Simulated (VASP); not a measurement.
These are PBEsol GGA, VASP's PBE PAW potentials (set 64) (plane waves; VASP 6.6.1) values and carry that method's errors.

Input for VASP

**KPOINTS**
```
Automatic mesh
0
G
  5 5 5
0 0 0
```

POSCAR:
```
AlGa3N4
1
    4.4663542982    -0.0000000000     0.0000000000
    0.0000000000     4.4663542982     0.0000000000
   -0.0000000000     0.0000000000     4.4663542982
Al Ga N
1 3 4
Direct
  0.0000000000   0.0000000000   0.0000000000
  0.5000000000   0.5000000000   0.0000000000
  0.0000000000   0.5000000000   0.5000000000
  0.5000000000   0.0000000000   0.5000000000
  0.7549264504   0.7549264504   0.2450735496
  0.7549264504   0.2450735496   0.7549264504
  0.2450735496   0.2450735496   0.2450735496
  0.2450735496   0.7549264504   0.7549264504
```

**INCAR**
```
# general
SYSTEM   = AlGa3N4
PREC     = Accurate
ENCUT    = 520   # plane-wave cut-off (eV)
LREAL    = .FALSE.   # projection in real space or not
LASPH    = .TRUE.   # aspherical one-centre terms

# electronic loop
EDIFF    = 1E-8   # SCF stop (eV)
NELM     = 100
ALGO     = Normal
LMAXMIX  = 4   # l cut-off of mixed one-centre charges

# smearing
ISMEAR   = 0   # Gaussian
SIGMA    = 0.01   # width (eV)

# functional
GGA      = PS   # PBEsol

# ions
IBRION   = 8
NSW      = 1   # most ionic steps

# output
LWAVE    = .FALSE.
LCHARG   = .FALSE.

# other
LEPSILON = .TRUE.
```

POTCAR, in this order: Al Ga_d N (PBE.64 set). Program: vasp_std.

Output

### OSZICAR
```
...
RMM:  14    -0.120260426367E+01    0.29446E-06   -0.24090E-05  3005   0.715E-04    0.849E-06
 Linear response to external field, progress :
  Direction:   3
       N       E                     dE             d eps       ncg     rms          rms(c)
RMM:   1    -0.250096666979E+00   -0.25010E+00    0.55599E+00  2279   0.103E+01
RMM:   2    -0.112210236153E+01   -0.87201E+00   -0.12255E+00  3854   0.305E+00    0.161E+00
RMM:   3    -0.114545223321E+01   -0.23350E-01   -0.23178E-01  3831   0.129E+00    0.976E-01
RMM:   4    -0.117619065685E+01   -0.30738E-01   -0.24156E-02  3861   0.781E-01    0.283E-01
RMM:   5    -0.120139018829E+01   -0.25200E-01   -0.49104E-03  3891   0.347E-01    0.641E-02
RMM:   6    -0.120014618566E+01    0.12440E-02   -0.97623E-04  3997   0.120E-01    0.358E-02
RMM:   7    -0.120207138641E+01   -0.19252E-02   -0.13077E-04  3794   0.482E-02    0.923E-03
RMM:   8    -0.120245974478E+01   -0.38836E-03   -0.39110E-05  4044   0.190E-02    0.273E-03
RMM:   9    -0.120262641011E+01   -0.16667E-03   -0.48674E-06  4001   0.671E-03    0.576E-04
RMM:  10    -0.120260102152E+01    0.25389E-04   -0.29881E-06  3980   0.245E-03    0.676E-04
RMM:  11    -0.120259220293E+01    0.88186E-05   -0.18420E-06  4063   0.144E-03    0.760E-05
RMM:  12    -0.120259010472E+01    0.20982E-05   -0.17260E-06  4227   0.868E-04    0.503E-05
RMM:  13    -0.120259118658E+01   -0.10819E-05   -0.12848E-06  3379   0.706E-04    0.253E-05
RMM:  14    -0.120259048895E+01    0.69764E-06   -0.33325E-07  3169   0.673E-04    0.956E-06
 Linear response DOF=           4
 Linear response progress:
  Degree of freedom:   1/  4
       N       E                     dE             d eps       ncg     rms          rms(c)
RMM:   1    -0.124665155805E-01   -0.12467E-01    0.21354E-02  4749   0.884E-01
RMM:   2    -0.868143972166E-02    0.37851E-02   -0.41953E-03  3843   0.351E-01    0.110E-01
RMM:   3    -0.844923748506E-02    0.23220E-03   -0.65610E-04  3764   0.124E-01    0.482E-02
RMM:   4    -0.838995927594E-02    0.59278E-04   -0.88227E-05  3964   0.466E-02    0.248E-02
RMM:   5    -0.836649892010E-02    0.23460E-04   -0.18531E-05  3954   0.270E-02    0.575E-03
RMM:   6    -0.836027082411E-02    0.62281E-05   -0.72980E-06  3908   0.971E-03    0.225E-03
RMM:   7    -0.835705684456E-02    0.32140E-05    0.59527E-07  3941   0.376E-03    0.478E-04
RMM:   8    -0.835754856143E-02   -0.49172E-06   -0.25633E-06  3977   0.126E-03    0.318E-04
RMM:   9    -0.835716597032E-02    0.38259E-06   -0.32065E-07  4035   0.501E-04    0.621E-05
RMM:  10    -0.835724127733E-02   -0.75307E-07   -0.77904E-07  4184   0.172E-04    0.375E-05
RMM:  11    -0.835723008680E-02    0.11191E-07   -0.80414E-07  4210   0.784E-05    0.809E-06
RMM:  12    -0.835731365264E-02   -0.83566E-07   -0.16995E-06  4300   0.572E-05    0.686E-06
RMM:  13    -0.835722163787E-02    0.92015E-07   -0.74607E-07  4237   0.506E-05    0.162E-06
RMM:  14    -0.835728331277E-02   -0.61675E-07   -0.14113E-06  4080   0.492E-05    0.146E-06
RMM:  15    -0.835721037445E-02    0.72938E-07   -0.63267E-07  3830   0.485E-05    0.301E-07
RMM:  16    -0.835727760031E-02   -0.67226E-07   -0.13780E-06  3416   0.484E-05    0.511E-08
 Linear response progress:
  Degree of freedom:   2/  4
       N       E                     dE             d eps       ncg     rms          rms(c)
RMM:   1    -0.171152155277E+00   -0.17115E+00    0.24439E-01  3959   0.694E+00
RMM:   2    -0.165535095757E+00    0.56171E-02   -0.42115E-02  5225   0.144E+00    0.783E-02
RMM:   3    -0.166400050981E+00   -0.86496E-03   -0.45633E-03  5674   0.397E-01    0.428E-02
RMM:   4    -0.166104389594E+00    0.29566E-03   -0.25826E-04  5805   0.130E-01    0.130E-02
RMM:   5    -0.166040979506E+00    0.63410E-04    0.44253E-05  6000   0.454E-02    0.455E-03
RMM:   6    -0.166040006362E+00    0.97314E-06   -0.56501E-06  6043   0.163E-02    0.228E-03
RMM:   7    -0.166043687713E+00   -0.36814E-05   -0.10498E-05  6059   0.681E-03    0.209E-04
RMM:   8    -0.166041597403E+00    0.20903E-05    0.82406E-06  6106   0.291E-03    0.147E-04
RMM:   9    -0.166042980900E+00   -0.13835E-05    0.17396E-06  6163   0.141E-03    0.417E-05
RMM:  10    -0.166043110931E+00   -0.13003E-06   -0.18146E-07  6184   0.753E-04    0.208E-05
RMM:  11    -0.166043051973E+00    0.58958E-07   -0.54475E-07  6254   0.451E-04    0.847E-06
RMM:  12    -0.166043212740E+00   -0.16077E-06   -0.21850E-06  6390   0.304E-04    0.417E-06
RMM:  13    -0.166043095961E+00    0.11678E-06   -0.90005E-07  6600   0.230E-04    0.180E-06
RMM:  14    -0.166043004744E+00    0.91217E-07   -0.30952E-08  6697   0.191E-04    0.523E-07
RMM:  15    -0.166042976676E+00    0.28068E-07    0.26621E-07  6842   0.169E-04    0.108E-06
RMM:  16    -0.166043012709E+00   -0.36033E-07   -0.12721E-07  6832   0.156E-04    0.420E-07
RMM:  17    -0.166042992447E+00    0.20262E-07    0.90730E-08  6736   0.148E-04    0.488E-07
RMM:  18    -0.166042996096E+00   -0.36489E-08    0.38391E-08  6911   0.144E-04    0.119E-07
 Linear response progress:
  Degree of freedom:   3/  4
       N       E                     dE             d eps       ncg     rms          rms(c)
RMM:   1    -0.170770427675E+00   -0.17077E+00    0.25512E-01  2737   0.692E+00
RMM:   2    -0.167205510149E+00    0.35649E-02   -0.59192E-02  3601   0.141E+00    0.755E-02
RMM:   3    -0.166301867391E+00    0.90364E-03   -0.51196E-03  3880   0.387E-01    0.431E-02
RMM:   4    -0.165965267788E+00    0.33660E-03   -0.53475E-04  3987   0.129E-01    0.123E-02
RMM:   5    -0.165891040810E+00    0.74227E-04   -0.77000E-05  4142   0.454E-02    0.455E-03
RMM:   6    -0.165876419165E+00    0.14622E-04   -0.13925E-05  4160   0.166E-02    0.233E-03
RMM:   7    -0.165876604901E+00   -0.18574E-06   -0.46232E-06  4153   0.699E-03    0.240E-04
RMM:   8    -0.165876306648E+00    0.29825E-06   -0.10863E-06  4190   0.301E-03    0.152E-04
RMM:   9    -0.165876894353E+00   -0.58770E-06   -0.58399E-07  4284   0.143E-03    0.350E-05
RMM:  10    -0.165876708482E+00    0.18587E-06    0.30602E-07  4263   0.758E-04    0.240E-05
RMM:  11    -0.165876657449E+00    0.51033E-07   -0.22507E-07  4281   0.448E-04    0.533E-06
RMM:  12    -0.165876632334E+00    0.25115E-07    0.50841E-08  4378   0.296E-04    0.574E-06
RMM:  13    -0.165876623099E+00    0.92352E-08    0.17666E-08  4504   0.220E-04    0.236E-06
 Linear response progress:
  Degree of freedom:   4/  4
       N       E                     dE             d eps       ncg     rms          rms(c)
RMM:   1    -0.243670353332E+00   -0.24367E+00    0.16951E-01  7615   0.267E+00
RMM:   2    -0.238757620403E+00    0.49127E-02   -0.19592E-02  5151   0.889E-01    0.145E-01
RMM:   3    -0.239707637185E+00   -0.95002E-03   -0.24215E-03  5602   0.302E-01    0.700E-02
RMM:   4    -0.240774042299E+00   -0.10664E-02   -0.86043E-04  5656   0.144E-01    0.158E-02
RMM:   5    -0.240861032061E+00   -0.86990E-04   -0.51659E-05  5831   0.398E-02    0.617E-03
RMM:   6    -0.240822929346E+00    0.38103E-04   -0.68844E-06  5464   0.133E-02    0.159E-03
RMM:   7    -0.240840737325E+00   -0.17808E-04   -0.19255E-06  5549   0.490E-03    0.809E-04
RMM:   8    -0.240837930779E+00    0.28065E-05   -0.21082E-07  5835   0.165E-03    0.272E-04
RMM:   9    -0.240838190948E+00   -0.26017E-06   -0.48881E-09  5838   0.612E-04    0.135E-04
RMM:  10    -0.240837263593E+00    0.92735E-06    0.32058E-08  6022   0.331E-04    0.704E-05
RMM:  11    -0.240837255563E+00    0.80297E-08    0.64027E-08  6230   0.213E-04    0.186E-05
 Linear response finished
```

OUTCAR:
```
------------------------ aborting loop because EDIFF is reached ----------------------------------------

 HEAD OF MICROSCOPIC STATIC DIELECTRIC TENSOR (INDEPENDENT PARTICLE, excluding Hartree and local field effects)
 ------------------------------------------------------
           5.756568     0.000000     0.000000
          -0.000000     5.756568    -0.000000
           0.000000     0.000000     5.756568
 ------------------------------------------------------

 MACROSCOPIC STATIC DIELECTRIC TENSOR (including local field effects in DFT)
 ------------------------------------------------------
           5.565189    -0.000000    -0.000000
          -0.000000     5.565189    -0.000000
           0.000000    -0.000000     5.565189
 ------------------------------------------------------

 PIEZOELECTRIC TENSOR (including local field effects)  for field in x, y, z        (e  Angst)
          XX          YY          ZZ          XY          YZ          ZX
  --------------------------------------------------------------------------------
  x     0.00000     0.00000     0.00000     0.00000    -5.11673     0.00000
  y     0.00000    -0.00000    -0.00000    -0.00000    -0.00000    -5.11673
  z     0.00000     0.00000     0.00000    -5.11673     0.00000    -0.00000

 PIEZOELECTRIC TENSOR (including local field effects)  for field in x, y, z        (C/m^2)
          XX          YY          ZZ          XY          YZ          ZX
  --------------------------------------------------------------------------------
  x     0.00000     0.00000     0.00000     0.00000    -0.92012     0.00000
  y     0.00000    -0.00000    -0.00000    -0.00000    -0.00000    -0.92012
  z     0.00000     0.00000     0.00000    -0.92012     0.00000    -0.00000

 BORN EFFECTIVE CHARGES (including local field effects) (in |e|, cummulative output)
 ---------------------------------------------------------------------------------
 ion    1
    1     2.53812     0.00000     0.00000
    2     0.00000     2.53812     0.00000
    3    -0.00000     0.00000     2.53812
 ion    2
    1     2.59711     0.00000     0.00000
    2     0.00000     2.59711    -0.00000
    3     0.00000    -0.00000     2.68490
 ion    3
    1     2.68490    -0.00000     0.00000
    2     0.00000     2.59711     0.00000
    3    -0.00000     0.00000     2.59711
 ion    4
    1     2.59711    -0.00000     0.00000
    2    -0.00000     2.68490     0.00000
    3     0.00000    -0.00000     2.59711
 ion    5
    1    -2.60431     0.05521    -0.05521
    2     0.05521    -2.60431    -0.05521
    3    -0.05521    -0.05521    -2.60431
 ion    6
    1    -2.60431    -0.05521     0.05521
    2    -0.05521    -2.60431    -0.05521
    3     0.05521    -0.05521    -2.60431
 ion    7
    1    -2.60431     0.05521     0.05521
    2     0.05521    -2.60431     0.05521
    3     0.05521     0.05521    -2.60431
 ion    8
    1    -2.60431    -0.05521    -0.05521
    2    -0.05521    -2.60431     0.05521
    3    -0.05521     0.05521    -2.60431

   1 f  =   20.752733 THz   130.393265 2PiTHz  692.236648 cm-1    85.826367 meV
             X         Y         Z           dx          dy          dz
      0.000000  0.000000  0.000000     0.000000   -0.000000    0.000000
      2.233177  2.233177  0.000000     0.000000   -0.000000    0.000000
      0.000000  2.233177  2.233177     0.000000    0.000000    0.000000
      2.233177  0.000000  2.233177    -0.000000   -0.000000    0.000000
      3.371769  3.371769  1.094585     0.288675    0.288675   -0.288675
      3.371769  1.094585  3.371769     0.288675   -0.288675    0.288675
      1.094585  1.094585  1.094585    -0.288675   -0.288675   -0.288675
      1.094585  3.371769  3.371769    -0.288675    0.288675    0.288675

   2 f  =   20.107894 THz   126.341621 2PiTHz  670.727131 cm-1    83.159528 meV
             X         Y         Z           dx          dy          dz
      0.000000  0.000000  0.000000    -0.000000    0.000000   -0.000000
      2.233177  2.233177  0.000000    -0.000000    0.000000   -0.000000
      0.000000  2.233177  2.233177     0.000000   -0.000000   -0.000000
      2.233177  0.000000  2.233177     0.000000    0.000000    0.000000
      3.371769  3.371769  1.094585    -0.273708   -0.125468   -0.399176
      3.371769  1.094585  3.371769    -0.273708    0.125468    0.399176
      1.094585  1.094585  1.094585     0.273708    0.125468   -0.399176
      1.094585  3.371769  3.371769     0.273708   -0.125468    0.399176

   3 f  =   20.107894 THz   126.341621 2PiTHz  670.727131 cm-1    83.159528 meV
             X         Y         Z           dx          dy          dz
      0.000000  0.000000  0.000000     0.000000    0.000000   -0.000000
      2.233177  2.233177  0.000000    -0.000000   -0.000000   -0.000000
      0.000000  2.233177  2.233177     0.000000    0.000000    0.000000
      2.233177  0.000000  2.233177     0.000000   -0.000000   -0.000000
      3.371769  3.371769  1.094585     0.302904   -0.388490   -0.085586
      3.371769  1.094585  3.371769     0.302904    0.388490    0.085586
      1.094585  1.094585  1.094585    -0.302904    0.388490   -0.085586
      1.094585  3.371769  3.371769    -0.302904   -0.388490    0.085586

   4 f  =   19.571710 THz   122.972680 2PiTHz  652.841972 cm-1    80.942052 meV
             X         Y         Z           dx          dy          dz
      0.000000  0.000000  0.000000    -0.018080   -0.227816    0.444895
      2.233177  2.233177  0.000000    -0.000960   -0.012099   -0.040544
      0.000000  2.233177  2.233177     0.001648   -0.012099    0.023628
      2.233177  0.000000  2.233177    -0.000960    0.020761    0.023628
      3.371769  3.371769  1.094585     0.380874    0.338638   -0.294924
      3.371769  1.094585  3.371769    -0.368028    0.318510   -0.274796
      1.094585  1.094585  1.094585    -0.114410   -0.156646   -0.021177
      1.094585  3.371769  3.371769     0.127256   -0.176774   -0.041305

   5 f  =   19.571710 THz   122.972680 2PiTHz  652.841972 cm-1    80.942052 meV
...
```
(Selected blocks of OUTCAR.)

The dielectric response may not be converged in the k-mesh; for small gaps it tends to come out too large.

The structure comes from a computed database's AlGa3N4 entry (P-43m); how it stands against other phases isn't given here. It was relaxed first.
